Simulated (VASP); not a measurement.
# Sr2C in VASP: one cell, several levels of theory, part 2 of 2

The system is Sr2C, a lower-symmetry cell derived from the antifluorite prototype, a generated structure that needn't be the ground state.

VASP 6.6.1, plane waves, PAW.

## (3) r2SCAN

The input, INCAR:

```
ENCUT = 520.000000
SIGMA = 0.020000
EDIFF = 1.00e-07
ALGO = Normal
METAGGA = R2SCAN
PREC = Accurate
IBRION = -1
ISIF = 2
ISMEAR = -1
NBANDS = 19
NELM = 120
NSW = 0
LASPH = .TRUE.
LCHARG = .FALSE.
LWAVE = .FALSE.
LREAL = .FALSE.
```

The input, KPOINTS:

```
KPOINTS created by Atomic Simulation Environment
0
Gamma
6 6 6
0 0 0
```

The input, KPOINTS_OPT:

```
special points
7
Reciprocal
0.0000000000 0.0000000000 0.0000000000 1
0.5000000000 0.0000000000 0.5000000000 1
0.6250000000 0.2500000000 0.6250000000 1
0.3750000000 0.3750000000 0.7500000000 1
0.5000000000 0.5000000000 0.5000000000 1
0.5000000000 0.2500000000 0.7500000000 1
0.5000000000 0.5000000000 0.0000000000 1
```

The input, POSCAR:

```
C  Sr
 1.0000000000000000
     0.0000000000000000    3.3601424573999998    3.4622907881999998
     3.3601424573999998    0.0000000000000000    3.4622907881999998
     3.3601424573999998    3.3601424573999998    0.0000000000000000
 C   Sr
   1   2
Cartesian
  0.0000000000000000  0.0000000000000000  0.0000000000000000
  1.6800712286999999  1.6800712286999999  1.7311453940999999
  5.0402136860999995  5.0402136860999995  5.1934361822999993
```

On the command line:

```
> mpirun -np 1 vasp_std
```

Standard output, without the iteration lines:

```text
POSCAR found type information on POSCAR C Sr
 POSCAR found :  2 types and       3 ions
 -----------------------------------------------------------------------------
|                                                                             |
|                                                                             |
|     You enforced a specific xc type in the INCAR file but a different       |
|     I HOPE YOU KNOW WHAT YOU ARE DOING!                                     |
|                                                                             |
 -----------------------------------------------------------------------------

 LDA part: xc-table for (None), standard interpolation
 POSCAR, INCAR and KPOINTS ok, starting setup
 FFT: planning ... GRIDC
 FFT: planning ... GRID_SOFT
 FFT: planning ... GRID
 WAVECAR not read
 entering main loop
 Start KPOINTS_OPT (optional k-point list driver)
k-point batch [1-7\7]
```

OSZICAR, shortened:

```text
N       E                     dE             d eps       ncg     rms          rms(c)
DAV:   1     0.842592269281E+02    0.84259E+02   -0.12444E+04  1140   0.119E+03
DAV:   2    -0.382462801370E+02   -0.12251E+03   -0.11925E+03  1354   0.256E+02
DAV:   3    -0.490399985972E+02   -0.10794E+02   -0.10731E+02  2058   0.558E+01
DAV:   4    -0.493045702095E+02   -0.26457E+00   -0.26438E+00  1633   0.840E+00
DAV:   5    -0.493098461983E+02   -0.52760E-02   -0.52752E-02  1774   0.946E-01    0.180E+01
DAV:   6    -0.384310392969E+02    0.10879E+02   -0.19182E+01  1775   0.150E+01    0.170E+01
DAV:   7    -0.385760689631E+02   -0.14503E+00   -0.72824E-01  1346   0.390E+00    0.106E+01
DAV:   8    -0.385907631744E+02   -0.14694E-01   -0.30972E-01  1387   0.349E+00    0.921E-01
DAV:   9    -0.385852675056E+02    0.54957E-02   -0.10053E-01  1653   0.739E-01    0.358E-01
DAV:  10    -0.385854273453E+02   -0.15984E-03   -0.71758E-03  1496   0.330E-01    0.117E-01
[... 9 lines left out ...]
   1 F= -.38586295E+02 E0= -.38585928E+02  d E =-.734933E-03
       N       E                     dE             ncg
DAV:   1    -0.289106285218E+02   -0.55370E+04      266
DAV:   2    -0.906416227863E+03   -0.87751E+03      311
DAV:   3    -0.977947269723E+03   -0.71531E+02      494
DAV:   4    -0.979719269777E+03   -0.17720E+01      377
DAV:   5    -0.979772871920E+03   -0.53602E-01      400
DAV:   6    -0.979773772828E+03   -0.90091E-03      393
DAV:   7    -0.979773785868E+03   -0.13040E-04      406
DAV:   8    -0.979773786174E+03   -0.30633E-06      361
DAV:   9    -0.979773786182E+03   -0.80890E-08      262
```

Parts of OUTCAR:

```text
k-points           NKPTS =     30   k-points in BZ     NKDIM =     30   number of bands    NBANDS=     19

   NELECT =      24.0000    total number of electrons

   dimension x,y,z NGX =    36 NGY =   36 NGZ =   36
   dimension x,y,z NGXF=    72 NGYF=   72 NGZF=   72

  energy-cutoff  :      520.00
  volume of cell :       78.18
      direct lattice vectors                 reciprocal lattice vectors
     0.000000000  3.360142457  3.462290788    -0.148803215  0.148803215  0.144413058
     3.360142457  0.000000000  3.462290788     0.148803215 -0.148803215  0.144413058
     3.360142457  3.360142457  0.000000000     0.148803215  0.148803215 -0.144413058

 k-points in reciprocal lattice and weights: KPOINTS created by Atomic Simulation Env
   0.00000000  0.00000000  0.00000000       0.005
   0.16666667 -0.00000000  0.00000000       0.037
   0.33333333 -0.00000000  0.00000000       0.037
   0.50000000 -0.00000000  0.00000000       0.019
   0.16666667  0.16666667  0.00000000       0.009
   0.33333333  0.16666667  0.00000000       0.037
   0.50000000  0.16666667  0.00000000       0.037
  -0.33333333  0.16666667  0.00000000       0.037
[... 22 more k-points ...]

 E-fermi :   2.9095

 k-point     1 :       0.0000    0.0000    0.0000
  band No.  band energies     occupation
      1     -33.9648      2.00000
      2     -33.7202      2.00000
      3     -15.6327      2.00000
      4     -15.6327      2.00000
      5     -15.4589      2.00000
      6     -15.0123      2.00000
      7     -14.9693      2.00000
      8     -14.9693      2.00000
      9      -5.8978      2.00000
     10       1.4029      2.00000
     11       1.5255      2.00000
     12       1.5255      2.00000
     13       2.9634      0.12643
     14       4.4182      0.00000
     15       4.4262      0.00000
     16       8.0471      0.00000
     17       8.4640      0.00000
     18       8.4640      0.00000
     19      10.6093      0.00000

 k-point     2 :       0.1667   -0.0000    0.0000
  band No.  band energies     occupation
      1     -33.9479      2.00000
      2     -33.7361      2.00000
      3     -15.6046      2.00000
      4     -15.5947      2.00000
      5     -15.4387      2.00000
      6     -15.0607      2.00000
      7     -15.0324      2.00000
      8     -15.0208      2.00000
      9      -5.7726      2.00000
     10       1.1115      2.00000
     11       1.6169      2.00000
     12       1.6982      2.00000
     13       4.0164      0.00000
     14       4.6378      0.00000
     15       4.6622      0.00000
     16       7.3035      0.00000
     17       8.1433      0.00000
     18       8.2977      0.00000
     19      10.4806      0.00000

 k-point     3 :       0.3333   -0.0000    0.0000
  band No.  band energies     occupation
      1     -33.9020      2.00000
      2     -33.7798      2.00000
      3     -15.5225      2.00000
      4     -15.4865      2.00000
      5     -15.3762      2.00000
      6     -15.2144      2.00000
      7     -15.1558      2.00000
      8     -15.1463      2.00000
      9      -5.5381      2.00000
     10       1.0662      2.00000
     11       2.0047      2.00000
     12       2.0952      2.00000
     13       5.1877      0.00000
     14       5.2311      0.00000
     15       5.3098      0.00000
     16       6.6969      0.00000
     17       7.7712      0.00000
     18       7.7715      0.00000
     19       8.7920      0.00000

 k-point     4 :       0.5000   -0.0000    0.0000
  band No.  band energies     occupation
      1     -33.8404      2.00000
      2     -33.8404      2.00000
      3     -15.4066      2.00000
      4     -15.3708      2.00000
      5     -15.3329      2.00000
      6     -15.3227      2.00000
      7     -15.2738      2.00000
      8     -15.2683      2.00000
      9      -5.4294      2.00000
     10       1.2301      2.00000
     11       2.2310      2.00000
     12       2.3303      2.00000
     13       5.0862      0.00000
     14       5.6903      0.00000
     15       5.8701      0.00000
     16       6.7829      0.00000
     17       7.5617      0.00000
     18       7.6273      0.00000
     19       7.6938      0.00000

 k-point     5 :       0.1667    0.1667    0.0000
  band No.  band energies     occupation
      1     -33.9479      2.00000
      2     -33.7355      2.00000
      3     -15.6627      2.00000
      4     -15.6627      2.00000
      5     -15.3076      2.00000
      6     -15.2231      2.00000
      7     -14.9516      2.00000
      8     -14.9516      2.00000
      9      -5.7379      2.00000
     10       0.8632      2.00000
     11       1.8442      2.00000
     12       1.8442      2.00000
     13       4.2184      0.00000
     14       4.5035      0.00000
     15       4.6136      0.00000
     16       7.6799      0.00000
     17       7.9235      0.00000
     18       7.9235      0.00000
     19       8.9555      0.00000

 k-point     6 :       0.3333    0.1667    0.0000
  band No.  band energies     occupation
      1     -33.9187      2.00000
      2     -33.7627      2.00000
      3     -15.6575      2.00000
      4     -15.6451      2.00000
      5     -15.4049      2.00000
      6     -15.1683      2.00000
      7     -15.0013      2.00000
      8     -14.9885      2.00000
      9      -5.5512      2.00000
     10       0.8462      2.00000
     11       2.0905      2.00000
     12       2.2148      2.00000
     13       4.3343      0.00000
     14       5.0287      0.00000
     15       5.5250      0.00000
     16       7.1675      0.00000
     17       7.4606      0.00000
     18       7.5544      0.00000
     19       8.5353      0.00000

 k-point     7 :       0.5000    0.1667    0.0000
  band No.  band energies     occupation
      1     -33.8690      2.00000
      2     -33.8110      2.00000
      3     -15.5879      2.00000
      4     -15.5402      2.00000
      5     -15.5286      2.00000
      6     -15.1474      2.00000
      7     -15.1137      2.00000
      8     -15.0449      2.00000
      9      -5.4099      2.00000
     10       1.2854      2.00000
     11       2.1224      2.00000
     12       2.4620      2.00000
     13       4.0844      0.00000
     14       5.8408      0.00000
     15       6.3172      0.00000
     16       6.5712      0.00000
     17       6.9181      0.00000
     18       8.0425      0.00000
     19       8.6847      0.00000

 k-point     8 :      -0.3333    0.1667    0.0000
  band No.  band energies     occupation
      1     -33.8681      2.00000
      2     -33.8124      2.00000
      3     -15.5804      2.00000
      4     -15.4272      2.00000
      5     -15.3693      2.00000
      6     -15.3259      2.00000
      7     -15.2858      2.00000
      8     -14.9667      2.00000
      9      -5.4414      2.00000
     10       1.2705      2.00000
     11       2.0959      2.00000
     12       2.2737      2.00000
     13       4.3081      0.00000
     14       5.8340      0.00000
     15       6.0197      0.00000
     16       7.1375      0.00000
     17       7.3942      0.00000
     18       7.6124      0.00000
     19       8.2866      0.00000

 k-point     9 :      -0.1667    0.1667    0.0000
  band No.  band energies     occupation
      1     -33.9185      2.00000
      2     -33.7640      2.00000
      3     -15.5381      2.00000
      4     -15.4880      2.00000
      5     -15.4592      2.00000
      6     -15.2249      2.00000
      7     -15.1767      2.00000
      8     -14.9640      2.00000
      9      -5.6176      2.00000
     10       0.9914      2.00000
     11       1.8878      2.00000
     12       1.9364      2.00000
     13       4.6323      0.00000
     14       5.1167      0.00000
     15       5.2557      0.00000
     16       6.8788      0.00000
     17       7.5485      0.00000
     18       8.7532      0.00000
     19       8.8622      0.00000

 k-point    10 :       0.3333    0.3333    0.0000
  band No.  band energies     occupation
      1     -33.9139      2.00000
      2     -33.7659      2.00000
      3     -15.7218      2.00000
      4     -15.7218      2.00000
      5     -15.6165      2.00000
      6     -14.9918      2.00000
      7     -14.9159      2.00000
      8     -14.9159      2.00000
      9      -5.4640      2.00000
     10       0.6551      2.00000
     11       2.5342      2.00000
     12       2.5342      2.00000
     13       3.6324      0.00000
     14       5.0470      0.00000
     15       6.3954      0.00000
     16       6.4513      0.00000
     17       7.4683      0.00000
     18       7.4683      0.00000
     19       8.5797      0.00000

[... the tables of k-points 11 to 30 left out ...]

  Total        0.0373144      0.0373144     -1.3840453      0.0000000      0.0000000      0.0000000
  in kB        0.7646775      0.7646775    -28.3629872      0.0000000      0.0000000      0.0000000
  external PRESSURE =      -8.9445441 kB  Pullay stress =       0.0000000 kB

 POSITION                                       TOTAL-FORCE (eV/Angst)
 -----------------------------------------------------------------------------------
      0.00000      0.00000      0.00000        -0.000000      0.000000     -0.000000
      1.68007      1.68007      1.73115        -0.000000     -0.000000      0.000000
      5.04021      5.04021      5.19344         0.000000     -0.000000     -0.000000
 -----------------------------------------------------------------------------------
    total drift:                                0.000000      0.000000      0.000000

  FREE ENERGIE OF THE ION-ELECTRON SYSTEM (eV)
  ---------------------------------------------------
  free  energy   TOTEN  =       -38.5862954507 eV

  energy  without entropy=      -38.5855605173  energy(sigma->0) =      -38.58592798
```

Hardware: 1 MPI rank of Intel Xeon Platinum 8488C, shared host.

The levels at the points of KPOINTS_OPT are read from vasprun.xml.

Band energies at the special points (eV, zero at the top of v, the last band that the electrons fill by count):

```
point    v−1      v     c   c+1
    Γ  -1.37  -1.37  0.07  1.52
    X  -0.11  -0.04  0.08  2.30
    U  -0.63  -0.26  0.27  2.69
    K  -0.62  -0.16  0.24  2.95
    L  -0.67  -0.57  2.19  2.79
    W  -1.05  -0.07  0.18  2.82
```

With r2SCAN the filled and empty bands touch: the gap is zero within 0.02 eV. Pressure: -0.89 GPa; the forces vanish within 0.01 eV/Å.

## (4) Summary

What follows sums up all 2 parts.

```
 level  gap (eV)  pressure (GPa)  Ansatz: gap (eV)  Ansatz: pressure (GPa)
   PBE     -0.21           -0.39             -0.22                   -0.58
r2SCAN      0.00           -0.89              0.00                   -1.07
```

A negative gap is an overlap of bands.

**Reading.** No gap over 0.02 eV opens at any of these levels. The pressure is highest with PBE (-0.4 GPa) and lowest with r2SCAN (-0.9 GPa), which orders the cells that they would relax to. The two programs agree on the overlap of the bands within 0.02 eV, far less than the spread between functionals. Each program uses its own PAW datasets and cutoff.
